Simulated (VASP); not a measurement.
Consider the following.

```
ZrO2
1.0
    0.00000     2.58357     2.58357
    2.58357     0.00000     2.58357
    2.58357     2.58357     0.00000
Zr O
1 2
Direct
  0.00000   0.00000   0.00000
  0.25000   0.25000   0.25000
  0.75000   0.75000   0.75000
```

These are AM05 GGA, VASP's PBE PAW potentials (set 64) (plane waves; VASP 6.6.1) values and carry that method's errors. Run with 520 eV cut-off, 8×8×8 Γ-centred mesh, Gaussian smearing of 0.050 eV, potentials Zr_sv O.

Give the stress tensor in GPa (positive for a compressed cell).

```
-12.96    0.00    0.00
  0.00  -12.96    0.00
  0.00    0.00  -12.96
```
The pressure is its mean diagonal, -12.96 GPa.

The compound is ZrO2 in the fluorite structure, the high-temperature cubic form, which is unstable at 0 K; the monoclinic form is the stable one. This cell is one point of a volume scan, at 1.06 of the reference volume.
